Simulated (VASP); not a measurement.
# AgPdS2 (P4/mmm) in VASP: single point with PBE

Aim: the single point of AgPdS2 with PBE.

Everything below comes from runs of VASP 6.6.1. Logs are shortened: lines on timing, memory, paths and dates and some standing lists are left out, and cuts for length are marked.

**1. Starting point**

It takes space group P4/mmm (No. 123, tetragonal). The conventional cell has a = 5.114 Å, b = 5.114 Å, c = 2.582 Å, α = 90.00°, β = 90.00°, γ = 90.00°. Ag (site symmetry 4/mmm) is surrounded by 2 Ag at 2.58 Å and 8 S at 2.86 Å. Pd (site symmetry 4/mmm) is surrounded by 4 S at 2.56 Å and 2 Pd at 2.58 Å. Around S (site symmetry mmm) lie 2 Pd at 2.56 Å and 2 S at 2.58 Å and 4 Ag at 2.86 Å.

The cell was built by a generator and needn't be a form met in nature.

**2. Single point, PBE, collinear spin, typed start**

File INCAR:

```
PREC = Accurate
ENCUT = 520
EDIFF = 1E-6
ISMEAR = 0
SIGMA = 0.1
LREAL = F
LASPH = T
NELM = 150
ALGO = Fast
ISIF = 2
LWAVE = F
LCHARG = F
ISPIN = 2
MAGMOM = 1 1 0 0
LORBIT = 11
LMAXMIX = 4
GGA = PE
NBANDS = 28
```

File KPOINTS:

```
regular mesh
0
Gamma
  4 4 6
```

File POSCAR:

```
AgPdS2
1.0
    5.1142391100      0.0000000000      0.0000000000
    0.0000000000      5.1142391100      0.0000000000
    0.0000000000      0.0000000000      2.5824111000
Ag Pd S
1 1 2
Direct
    0.5000000000      0.5000000000      0.5000000000
    0.0000000000      0.0000000000      0.0000000000
    0.5000000000      0.0000000000      0.0000000000
    0.0000000000      0.5000000000      0.0000000000
```

Potentials or basis: VASP PAW PBE potentials, release 64 (Ag, Pd, S).

Command:

```bash
$ cat potpaw_PBE.64/Ag/POTCAR potpaw_PBE.64/Pd/POTCAR potpaw_PBE.64/S/POTCAR > POTCAR
$ mpirun -np 1 vasp_std > vasp.out
```

OUTCAR:

```text
PREC = Accurate
   ENCUT = 520
   EDIFF = 1E-6
   ISMEAR = 0
   LREAL = F
   LASPH = T
   NELM = 150
   ISIF = 2
   ISPIN = 2
   LORBIT = 11
   GGA = PE

 ion  position               nearest neighbor table
   1  0.500  0.500  0.500-   3 2.86   4 2.86   3 2.86   4 2.86   3 2.86   3 2.86   4 2.86   4 2.86

   2  0.000  0.000  0.000-   3 2.56   4 2.56   4 2.56   3 2.56
   3  0.500  0.000  0.000-   2 2.56   2 2.56   1 2.86   1 2.86   1 2.86   1 2.86
   4  0.000  0.500  0.000-   2 2.56   2 2.56   1 2.86   1 2.86   1 2.86   1 2.86

  LATTYP: Found a simple tetragonal cell.
 ALAT       =     5.1142391100
 C/A-ratio  =     0.5049453192

  Lattice vectors:

 A1 = (   5.1142391100,   0.0000000000,   0.0000000000)
 A2 = (   0.0000000000,   5.1142391100,   0.0000000000)
 A3 = (   0.0000000000,   0.0000000000,   2.5824111000)

Analysis of symmetry for initial positions (statically):
=====================================================================
 Subroutine PRICEL returns:
 Original cell was already a primitive cell.

 Routine SETGRP: Setting up the symmetry group for a
 simple tetragonal supercell.

 Subroutine GETGRP returns: Found 16 space group operations
 (whereof 16 operations were pure point group operations)
 out of a pool of 16 trial point group operations.

The static configuration has the point symmetry D_4h.

Analysis of symmetry for dynamics (positions and initial velocities):
=====================================================================
 Subroutine PRICEL returns:
 Original cell was already a primitive cell.

 Routine SETGRP: Setting up the symmetry group for a
 simple tetragonal supercell.

 Subroutine GETGRP returns: Found 16 space group operations
 (whereof 16 operations were pure point group operations)
 out of a pool of 16 trial point group operations.

The dynamic configuration has the point symmetry D_4h.

Analysis of structural, dynamic, and magnetic symmetry:
=====================================================================
 Subroutine PRICEL returns:
 Original cell was already a primitive cell.

 Routine SETGRP: Setting up the symmetry group for a
 simple tetragonal supercell.

 Subroutine GETGRP returns: Found 16 space group operations
 (whereof 16 operations were pure point group operations)
 out of a pool of 16 trial point group operations.

The overall configuration has the point symmetry D_4h.

 Subroutine INISYM returns: Found 16 space group operations
 (whereof 16 operations are pure point group operations),
 and found     1 'primitive' translations

----------------------------------------------------------------------------------------

                                     Primitive cell

  volume of cell :      67.5441

  direct lattice vectors                    reciprocal lattice vectors
     5.114239110  0.000000000  0.000000000     0.195532508  0.000000000  0.000000000
     0.000000000  5.114239110  0.000000000     0.000000000  0.195532508  0.000000000
     0.000000000  0.000000000  2.582411100     0.000000000  0.000000000  0.387235015

  length of vectors
     5.114239110  5.114239110  2.582411100     0.195532508  0.195532508  0.387235015

  position of ions in fractional coordinates (direct lattice)
     0.500000000  0.500000000  0.500000000
     0.000000000  0.000000000  0.000000000
     0.500000000  0.000000000  0.000000000
     0.000000000  0.500000000  0.000000000

  ion indices of the primitive-cell ions
   primitive index   ion index
                 1           1
                 2           2
                 3           3
                 4           4

----------------------------------------------------------------------------------------

 KPOINTS: regular mesh

Automatic generation of k-mesh.
 Grid dimensions read from file:
 generate k-points for:    4    4    6

 Generating k-lattice:

  Cartesian coordinates                     Fractional coordinates (reciprocal lattice)
     0.048883127  0.000000000  0.000000000     0.250000000  0.000000000  0.000000000
     0.000000000  0.048883127  0.000000000     0.000000000  0.250000000  0.000000000
     0.000000000  0.000000000  0.064539169     0.000000000  0.000000000  0.166666667

  Length of vectors
     0.048883127  0.048883127  0.064539169

  Shift w.r.t. Gamma in fractional coordinates (k-lattice)
     0.000000000  0.000000000  0.000000000

 Subroutine IBZKPT returns following result:
 ===========================================

 Found     24 irreducible k-points:

 Following reciprocal coordinates:
            Coordinates               Weight
  0.000000  0.000000  0.000000      1.000000
  0.250000  0.000000  0.000000      4.000000
  0.500000  0.000000  0.000000      2.000000
  0.250000  0.250000  0.000000      4.000000
  0.500000  0.250000  0.000000      4.000000
  0.500000  0.500000  0.000000      1.000000
[... 16 lines left out ...]
  0.500000  0.250000  0.500000      4.000000
  0.500000  0.500000  0.500000      1.000000
   k-points           NKPTS =     24   k-points in BZ     NKDIM =     24   number of bands    NBANDS=     28
   number of dos      NEDOS =    301   number of ions     NIONS =      4
   total plane-waves  NPLWV =  32000
   dimension x,y,z NGX =    40 NGY =   40 NGZ =   20
   dimension x,y,z NGXF=    80 NGYF=   80 NGZF=   40
   ions per type =               1   1   2
   NGX,Y,Z   is equivalent  to a cutoff of  13.00, 13.00, 12.88 a.u.
   NGXF,Y,Z  is equivalent  to a cutoff of  26.01, 26.01, 25.75 a.u.
 SYSTEM =  unknown system
   PREC   = accura    normal or accurate (medium, high low for compatibility)
   ISTART =      0    job   : 0-new  1-cont  2-samecut
   ICHARG =      2    charge: 1-file 2-atom 10-const
   ISPIN  =      2    spin polarized calculation?
   LNONCOLLINEAR =      F non collinear calculations
   LSORBIT =      F    spin-orbit coupling
   LASPH  =      T    aspherical Exc in radial PAW
   ENCUT  =  520.0 eV  38.22 Ry    6.18 a.u.   9.51  9.51  4.80*2*pi/ulx,y,z
   NELM   =    150;   NELMIN=  2; NELMDL= -5     # of ELM steps
   EDIFF  = 0.1E-05   stopping-criterion for ELM
   LREAL  =      F    real-space projection
   EDIFFG = 0.1E-04   stopping-criterion for IOM
   NSW    =      0    number of steps for IOM
   IBRION =     -1    ionic relax: 0-MD 1-quasi-New 2-CG
   NFREE  =      0    steps in history (QN), initial steepest desc. (CG)
   ISIF   =      2    stress and relaxation
   ISYM   =      2    0-nonsym 1-usesym 2-fastsym
   POTIM  = 0.5000    time-step for ionic-motion
   TEBEG  =    0.0;   TEEND  =   0.0 temperature during run
   PSTRESS=    0.0 pullay stress
   NELECT =      33.0000    total number of electrons
   NUPDOWN=      -1.0000    fix difference up-down
   EMIN   =  10.00;   EMAX   =-10.00  energy-range for DOS
   EFERMI =   0.00;   METHOD = LEGACY
   ISMEAR =     0;   SIGMA  =   0.10  broadening in eV -4-tet -1-fermi 0-gaus
   EFERMI_NEDOS =   21; number of points for ismear=-14 and -15
   IALGO  =     68    algorithm
   IMIX   =      4    mixing-type and parameters
     AMIX     =   0.40;   BMIX     =  1.00
     AMIX_MAG =   1.60;   BMIX_MAG =  1.00
  volume/ion in A,a.u.               =      16.89       113.95
  Fermi-wavevector in a.u.,A,eV,Ry     =   1.289388  2.436590 22.619981  1.662522
  Thomas-Fermi vector in A             =   2.421284
   LORBIT       =     11    0 simple, 1 ext, 2 COOP (PROOUT), +10 PAW based schemes
   GGA     = PE    functional components
   LHFCALC =     F    Hartree Fock is set to
   AEXX    =    0.0000 exact exchange contribution
   IVDW    =     0    specifies the selected vdW correction
   LEPSILON=     F    determine dielectric tensor
   LRPA    =     F    only Hartree local field effects (RPA)
 spin polarized calculation
 RMM-DIIS sequential band-by-band and
 Gauss-broadening in eV      SIGMA  =   0.10
  energy-cutoff  :      520.00
  volume of cell :       67.54
 maximum number of plane-waves:      1861
 NGX is ok and might be reduce to    40
   NGX = 19   NGY = 19   NGZ =  9

 number of electron      32.9999992 magnetization       0.0000954

 number of electron      32.9999992 magnetization      -0.0001577

 Free energy of the ion-electron system (eV)
  ---------------------------------------------------
  ext. energy  EPLUGINS =         0.00000000
  ---------------------------------------------------
  free energy    TOTEN  =       -15.31642872 eV

  energy without entropy =      -15.30456571  energy(sigma->0) =      -15.31049721

 E-fermi :   7.6726     XC(G=0): -11.4439

 val. band max:        7.6678486183   @ k =   0.5000   0.2500   0.0000
 cond. band min:       7.6799867464   @ k =   0.5000   0.2500   0.1667
 fundamental gap:      0.0121381281
 Fermi energy:         7.6725690352

 spin component 1

 k-point     1 :       0.0000    0.0000    0.0000
  band No.  band energies     occupation
      1      -7.3550      1.00000
      2      -6.5426      1.00000
      3       1.6620      1.00000
      4       2.1942      1.00000
      5       2.1942      1.00000
      6       3.1583      1.00000
[... 20 lines left out ...]
     27      19.3950      0.00000
[... 690 lines left out ...]
      5       3.0282      1.00000
      6       3.0282      1.00000
[... 20 lines left out ...]
     27      18.0744      0.00000
     28      19.4542      0.00000
 Fermi energy:         7.6725690352

 spin component 2

 k-point     1 :       0.0000    0.0000    0.0000
  band No.  band energies     occupation
      1      -7.3550      1.00000
      2      -6.5427      1.00000
      3       1.6620      1.00000
      4       2.1942      1.00000
      5       2.1942      1.00000
      6       3.1583      1.00000
[... 20 lines left out ...]
     27      19.3950      0.00000
[... 691 lines left out ...]
      6       3.0282      1.00000
[... 20 lines left out ...]
     27      18.0744      0.00000
     28      19.4537      0.00000

------------------------ aborting loop because EDIFF is reached ----------------------------------------

  FORCE on cell =-STRESS in cart. coord.  units (eV):
  Direction    XX          YY          ZZ          XY          YZ          ZX
  --------------------------------------------------------------------------------------
  -------------------------------------------------------------------------------------
  Total       -1.6078462     -1.6078462      5.1207630      0.0000000      0.0000000     -0.0000000
  in kB      -38.1388540    -38.1388540    121.4668642      0.0000000      0.0000000     -0.0000000
  external PRESSURE =      15.0630521 kB  Pullay stress =       0.0000000 kB

 VOLUME and BASIS-vectors are now :
 -----------------------------------------------------------------------------
  energy-cutoff  :      520.00
  volume of cell :       67.54
      direct lattice vectors                 reciprocal lattice vectors
     5.114239110  0.000000000  0.000000000     0.195532508  0.000000000  0.000000000
     0.000000000  5.114239110  0.000000000     0.000000000  0.195532508  0.000000000
     0.000000000  0.000000000  2.582411100     0.000000000  0.000000000  0.387235015

 POSITION                                       TOTAL-FORCE (eV/Angst)
 -----------------------------------------------------------------------------------
      2.55712      2.55712      1.29121         0.000000      0.000000      0.000000
      0.00000      0.00000      0.00000         0.000000      0.000000      0.000000
      2.55712      0.00000      0.00000         0.000000      0.000000      0.000000
      0.00000      2.55712      0.00000         0.000000      0.000000      0.000000
 -----------------------------------------------------------------------------------
    total drift:                               -0.000000      0.000000     -0.000000

  FREE ENERGIE OF THE ION-ELECTRON SYSTEM (eV)
  ---------------------------------------------------
  free  energy   TOTEN  =       -15.3164287178 eV

  energy  without entropy=      -15.3045657058  energy(sigma->0) =      -15.31049721

 total charge

# of ion       s       p       d       tot
------------------------------------------
    1        0.323   0.245   9.269   9.837
    2        0.406   0.384   8.561   9.351
    3        1.387   2.171   0.000   3.558
    4        1.387   2.171   0.000   3.558
--------------------------------------------------
tot          3.502   4.972  17.830  26.305

 magnetization (x)

# of ion       s       p       d       tot
------------------------------------------
    1        0.000   0.000   0.000   0.000
    2       -0.000   0.000   0.000  -0.000
    3        0.000  -0.000   0.000  -0.000
    4        0.000  -0.000   0.000  -0.000
--------------------------------------------------
tot         -0.000  -0.000   0.000   0.000
```

It took 65 s on 1 thread of AMD EPYC 7R13 (Zen 3), shared host; peak memory 0.21 GiB.

What came out:

* Free energy: -15.3164 eV
* Pressure: 1.5 GPa
* Band gap on the k mesh: none (metal or under the smearing width)
* Net moment: 0.00 μB per cell
* Valence electrons inside the program's atomic spheres: Ag 9.84; Pd 9.35; S 3.56

Levels at points of the mesh, in eV from the Fermi level:
Spin up:
```
           k point  band 12  band 13  band 14  band 15  band 16  band 17  band 18  band 19  band 20  band 21
(0.00, 0.00, 0.00)    -2.98    -2.54    -2.15    -1.08    -1.08    -0.52     0.38     2.73     3.07     7.31
(0.50, 0.00, 0.00)    -2.98    -1.84    -1.66    -1.16    -1.08     3.04     3.11     3.15     4.43     5.72
(0.50, 0.50, 0.00)    -1.95    -1.15    -1.15    -0.33     1.52     3.25     3.25     3.46     3.46     5.52
(0.00, 0.00, 0.50)    -2.15    -1.95    -1.95    -1.80    -0.62     0.02     0.02     3.71     4.57     4.57
(0.50, 0.00, 0.50)    -2.34    -2.28    -2.12    -2.08    -1.16     0.32     1.77     3.04     4.61     4.64
(0.50, 0.50, 0.50)    -3.10    -2.77    -2.77    -1.16    -0.64     1.43     2.03     2.49     3.08     7.79
```
Spin down:
```
           k point  band 13  band 14  band 15  band 16  band 17  band 18  band 19  band 20
(0.00, 0.00, 0.00)    -2.54    -2.15    -1.08    -1.08    -0.52     0.38     2.73     3.07
(0.50, 0.00, 0.00)    -1.84    -1.66    -1.16    -1.08     3.04     3.11     3.15     4.43
(0.50, 0.50, 0.00)    -1.15    -1.15    -0.33     1.52     3.25     3.25     3.46     3.46
(0.00, 0.00, 0.50)    -1.95    -1.95    -1.80    -0.62     0.02     0.02     3.71     4.57
(0.50, 0.00, 0.50)    -2.28    -2.12    -2.08    -1.16     0.32     1.77     3.04     4.61
(0.50, 0.50, 0.50)    -2.77    -2.77    -1.16    -0.64     1.43     2.03     2.49     3.08
```

Caveat: the k mesh is coarse (spacing up to 0.41 Å⁻¹), so the values aren't converged.
